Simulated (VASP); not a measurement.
Given:

```
CdZnS2
1.0
    5.66061     0.00000     0.00000
    0.00000     5.66061     0.00000
    0.00000     0.00000     5.72581
Zn S Cd
2 4 2
Direct
  0.00000   0.00000   0.00000
  0.50000   0.50000   0.00000
  0.25000   0.25000   0.22428
  0.75000   0.75000   0.22428
  0.75000   0.25000   0.77572
  0.25000   0.75000   0.77572
  0.50000   0.00000   0.50000
  0.00000   0.50000   0.50000
```

The numbers are results of modified Becke-Johnson potential (mBJ), VASP's PBE PAW potentials (set 64) (plane waves; VASP), not measurements. Settings: 400 eV cut-off, 4×4×4 Γ-centred mesh, Gaussian smearing of 0.050 eV, potentials Zn S Cd.

mBJ is a potential without an energy functional, so only the levels count.

Predict the band gap (on the k-mesh) with the smallest direct gap where there is one.

* **band gap (on the k-mesh)**: 2.92 eV
* **smallest direct gap (on the k-mesh)**: 2.92 eV

Total energies compare only between runs with the same potentials, cut-off and functional.

The structure was generated: Cd2Zn2S4 was put into an ordered model structure (P-4m2), which need not be its known phase. It was relaxed first. The cell's shape comes from a PBE relaxation.
